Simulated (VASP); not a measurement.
Computed with PBEsol GGA, VASP's PBE PAW potentials (set 64) (plane waves; VASP 6.6.1).

Input for VASP

### POSCAR
```
ZrB2
3.2124780
  0.5000000000  -0.8660255417   0.0000000000
  0.5000000000   0.8660255417   0.0000000000
  0.0000000000   0.0000000000   1.1135646688
Zr B
1 2
Cartesian
  0.0000000000   0.0000000000   0.0000000000
  0.5000000000   0.2886757579   0.5567823344
  0.5000000000  -0.2886757579   0.5567823344
```

KPOINTS:
```
Automatic mesh
0
Gamma
14 14 11
0 0 0
```

INCAR:
```
PREC = Accurate
LCHARG = F
ISMEAR = 0
NELM = 100   ! most electronic steps
EDIFF = 1E-6
GGA = PS   ! PBEsol
LREAL = F   ! projection in real space or not
SIGMA = 0.272
LMAXMIX = 4
SYSTEM = ZrB2
LASPH = T   ! aspherical one-centre terms
LWAVE = F
ALGO = Normal   ! blocked Davidson
ENCUT = 400   ! plane-wave cut-off (eV)
ISIF = 2   ! forces and stress, cell fixed
```

POTCAR, in this order: Zr_sv B (PBE.64 set). Program: vasp_std.

At this cut-off the stress carries a Pulay error, which pulls relaxed volumes low.

### Question
Estimate the energy per atom (σ→0), pressure, band gap (on the k-mesh).

### Answer

```yaml
energy per atom (σ→0): -8.778 eV/atom
band gap (on the k-mesh): none (metal, semimetal or under 0.01 eV)
pressure: -12.36 GPa
```

### OSZICAR
```
...
DAV:   7    -0.263439542901E+02    0.35628E-01   -0.81898E-01  5736   0.583E+00    0.299E+00
DAV:   8    -0.263411102375E+02    0.28441E-02   -0.89174E-02  4505   0.268E+00    0.734E-01
DAV:   9    -0.263385230277E+02    0.25872E-02   -0.15982E-02  4813   0.999E-01    0.141E-01
DAV:  10    -0.263384599600E+02    0.63068E-04   -0.95573E-04  4835   0.288E-01    0.399E-02
DAV:  11    -0.263384692772E+02   -0.93172E-05   -0.27977E-05  5183   0.599E-02    0.122E-02
DAV:  12    -0.263384682710E+02    0.10062E-05   -0.12450E-06  3289   0.121E-02    0.420E-03
DAV:  13    -0.263384681948E+02    0.76273E-07   -0.62319E-07  2547   0.735E-03
   1 F= -.26338468E+02 E0= -.26333159E+02  d E =-.106176E-01
```

The structure is a typed ZrB2 crystal. The cell was not relaxed at this level.
